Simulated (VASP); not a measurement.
Calculation: PBE GGA, VASP's PBE PAW potentials (set 64) (plane waves; VASP 6.6.1).

The input files of a VASP run:

INCAR:
```
GGA  =  PE
LREAL  =  .FALSE.   ! projection in real space or not
EDIFF  =  1E-6   ! SCF stop (eV)
ALGO  =  Normal   ! blocked Davidson
NELM  =  100
LMAXMIX  =  4
NSW  =  40   ! most ionic steps
SIGMA  =  0.05
LWAVE  =  .FALSE.
ISMEAR  =  0
LASPH  =  .TRUE.   ! aspherical one-centre terms
ISIF  =  3
PREC  =  Accurate
ENCUT  =  500   ! plane-wave cut-off (eV)
SYSTEM  =  CdGeAs2
PSTRESS  =  200
LCHARG  =  .FALSE.
IBRION  =  2   ! conjugate gradients
EDIFFG  =  -0.02   ! ionic stop
```

KPOINTS:
```
Automatic mesh
0
Gamma
6 6 6
0 0 0
```

**POSCAR**
```
CdGeAs2
1
   -2.8594150901     2.8594150901     5.1324081611
    2.8594150901    -2.8594150901     5.1324081611
    2.8594150901     2.8594150901    -5.1324081611
Cd Ge As
2 2 4
Direct
  0.0000000000   0.0000000000   0.0000000000
  0.7500000000   0.2500000000   0.5000000000
  0.5000000000   0.5000000000   0.0000000000
  0.2500000000   0.7500000000   0.5000000000
  0.8750000000   0.8497792522   0.4747792522
  0.1502207478   0.6250000000   0.0252207478
  0.3750000000   0.4002207478   0.5252207478
  0.5997792522   0.1250000000   0.9747792522
```

POTCAR, in this order: Cd Ge_d As (PBE.64 set). Program: vasp_std.

Q: What does the run give for the energy per atom (σ→0), pressure, band gap (on the k-mesh)?

A: 
```
Item                               Value
------------------------  --------------
energy per atom (σ→0)     -3.471 eV/atom
band gap (on the k-mesh)         0.51 eV
pressure                       20.05 GPa
```

### OSZICAR
```
...
DAV:   8    -0.277721607735E+02    0.35843E-02   -0.19019E-01  2807   0.384E+00    0.821E-01
DAV:   9    -0.277713440164E+02    0.81676E-03   -0.22889E-02  3023   0.162E+00    0.228E-01
DAV:  10    -0.277713061144E+02    0.37902E-04   -0.32730E-03  2908   0.416E-01    0.561E-02
DAV:  11    -0.277714491242E+02   -0.14301E-03   -0.99455E-04  3018   0.211E-01    0.739E-02
DAV:  12    -0.277714143752E+02    0.34749E-04   -0.32350E-04  2637   0.162E-01    0.183E-02
DAV:  13    -0.277714237794E+02   -0.94042E-05   -0.25685E-05  2591   0.300E-02    0.891E-03
DAV:  14    -0.277714231933E+02    0.58609E-06   -0.28175E-06  2501   0.131E-02
   1 F= -.68179992E+01 E0= -.68179992E+01  d E =-.681800E+01
```

The compound is CdGeAs2 in the chalcopyrite structure. It was relaxed first under an external pressure of 20 GPa.
